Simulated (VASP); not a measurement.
```
CELL_PARAMETERS angstrom
      0.00000     3.40772     3.40772
      3.40772     0.00000     3.40772
      3.40772     3.40772     0.00000
ATOMIC_POSITIONS crystal
  K  0.00000 0.00000 0.00000
  Br 0.50000 0.50000 0.50000
```

Level of theory: vdW-DF2, VASP's PBE PAW potentials (set 64) (plane waves; VASP). Run with 520 eV cut-off, 7×7×7 Γ-centred mesh, Gaussian smearing of 0.050 eV, potentials K_sv Br.

Task: Estimate the energy per atom (σ→0), band gap (on the k-mesh) with the smallest direct gap where there is one.

Result: 
The band gap (on the k-mesh) comes out as 3.83 eV. The smallest direct gap (on the k-mesh) is 3.83 eV and the energy per atom (σ→0) is -1.358 eV/atom.

Only differences to runs with the same potentials and settings are physical.

The compound is KBr in the rock salt structure. This cell is one point of a volume scan, at 1.06 of the reference volume.
